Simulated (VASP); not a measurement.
Input:

```xyz
2
Lattice="3.7436 0.0000 0.0000 0.0000 3.7436 0.0000 0.0000 0.0000 3.7436" Properties=species:S:1:pos:R:3 pbc="T T T"
La     0.0000     0.0000     0.0000
As     1.8718     1.8718     1.8718
```

Level of theory: PBE GGA, VASP's PBE PAW potentials (set 64) (plane waves; VASP 6.6.1). Run with 400 eV cut-off, 9×9×9 Γ-centred mesh, first-order Methfessel-Paxton smearing of 0.10 eV, potentials La As.

**Question.** What does the run give for the energy per atom (σ→0), band gap (on the k-mesh) with the smallest direct gap where there is one?

**Answer.** 
```yaml
band gap (on the k-mesh): none (metal, semimetal or under 0.01 eV)
energy per atom (σ→0): -5.992 eV/atom
```

Only differences to runs with the same potentials and settings are physical.

The structure was generated: LaAs was put into the CsCl type type (Pm-3m), which need not be its known phase. It was relaxed first, which changed the volume by -31 %. The start is the result of an earlier pass.
